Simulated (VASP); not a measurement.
Computed with PBE GGA, VASP's PBE PAW potentials (set 64) (plane waves; VASP 6.6.1).

Input for VASP

POSCAR:
```
ZrS2
1
    1.8009650000    -3.1663220000     0.0000000000
    1.8009650000     3.1663220000     0.0000000000
    0.0000000000     0.0000000000     5.7947140000
Zr S
1 2
Direct
  0.0000000000   0.0000000000   0.0000000000
  0.3333330000   0.6666670000   0.2500000000
  0.6837390000   0.3504050000   0.7500000000
```

File KPOINTS:
```
Automatic mesh
0
Gamma
6 6 4
0 0 0
```

INCAR:
```
! general
SYSTEM =ZrS2
PREC   =Accurate
ENCUT  =400   ! plane-wave cut-off (eV)
LREAL  =.False.
LASPH  =.True.

! electronic loop
EDIFF  =1E-6   ! SCF stop (eV)
NELM   =100
ALGO   =Normal
LMAXMIX=4

! smearing
ISMEAR =-1   ! Fermi-Dirac
SIGMA  =0.05   ! width (eV)

! functional
GGA    =PE   ! PBE

! ions
ISIF   =2   ! forces and stress, cell fixed

! output
LWAVE  =.False.
LCHARG =.False.
```

POTCAR, in this order: Zr_sv S (PBE.64 set). Program: vasp_std.

### Question
Predict the energy per atom (σ→0), pressure, largest force.

### Answer

The energy per atom (σ→0) comes out as -7.117 eV/atom and the pressure comes out as 3.81 GPa. The largest force comes out as 0.00739 Ha/bohr.

OSZICAR:
```
...
DAV:   7    -0.213438757354E+02    0.60020E-01   -0.66539E-01  3640   0.488E+00    0.385E+00
DAV:   8    -0.213502088163E+02   -0.63331E-02   -0.78786E-02  3464   0.193E+00    0.822E-01
DAV:   9    -0.213507991974E+02   -0.59038E-03   -0.99946E-03  3328   0.715E-01    0.427E-01
DAV:  10    -0.213510685543E+02   -0.26936E-03   -0.17492E-03  3584   0.312E-01    0.178E-01
DAV:  11    -0.213510285847E+02    0.39970E-04   -0.17442E-04  3264   0.916E-02    0.507E-02
DAV:  12    -0.213510581543E+02   -0.29570E-04   -0.64374E-05  2936   0.560E-02    0.268E-02
DAV:  13    -0.213510571751E+02    0.97917E-06   -0.23368E-06  2760   0.909E-03
   1 F= -.21351057E+02 E0= -.21351050E+02  d E =-.138821E-04
```

The compound is ZrS2 in the 1T layered structure. The cell was not relaxed at this level, atoms are displaced from their ideal sites. The run is one of a series of settings (ISMEAR = -1 against the base run), some of them coarse on purpose.
